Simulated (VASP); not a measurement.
Calculation: LDA (Ceperley-Alder, Perdew-Zunger), VASP's LDA PAW potentials (set 64) (plane waves; VASP).

Input for VASP

### INCAR
```
SYSTEM = Li2O
EDIFF = 1E-6
LCHARG = .FALSE.
NELM = 100   # most electronic steps
ALGO = Normal   # blocked Davidson
PREC = Accurate
LWAVE = .FALSE.
SIGMA = 0.05
LASPH = .TRUE.
ENCUT = 620
LREAL = .FALSE.   # projection in real space or not
NSW = 40
EDIFFG = -0.02   # ionic stop
ISIF = 3   # ions, shape and volume
ISMEAR = 0   # Gaussian
PSTRESS = 300   # kbar
IBRION = 2
```

### KPOINTS
```
Automatic mesh
0
Gamma
9 9 9
0 0 0
```

### POSCAR
```
Li2O
1
    0.0000000000     2.1301835843     2.1301835843
    2.1301835843     0.0000000000     2.1301835843
    2.1301835843     2.1301835843     0.0000000000
Li O
2 1
Direct
  0.2500000000   0.2500000000   0.2500000000
  0.7500000000   0.7500000000   0.7500000000
  0.0000000000   0.0000000000   0.0000000000
```

POTCAR, in this order: Li_sv O (LDA.64 set). Program: vasp_std.

Problem. What will the output report for the number of irreducible k-points (NKPTS), largest plane-wave count, number of space-group operations, FFT grid (NGX, NGY, NGZ)?

Solution. 
The number of irreducible k-points (NKPTS) is 35 and the largest plane-wave count comes out as 688. The number of space-group operations is 48 and the FFT grid (NGX, NGY, NGZ) is 24 × 24 × 24.

The compound is Li2O in the antifluorite structure. This run relaxes it under an external pressure of 30 GPa. Symmetry was kept, so distortions that lower it aren't found.
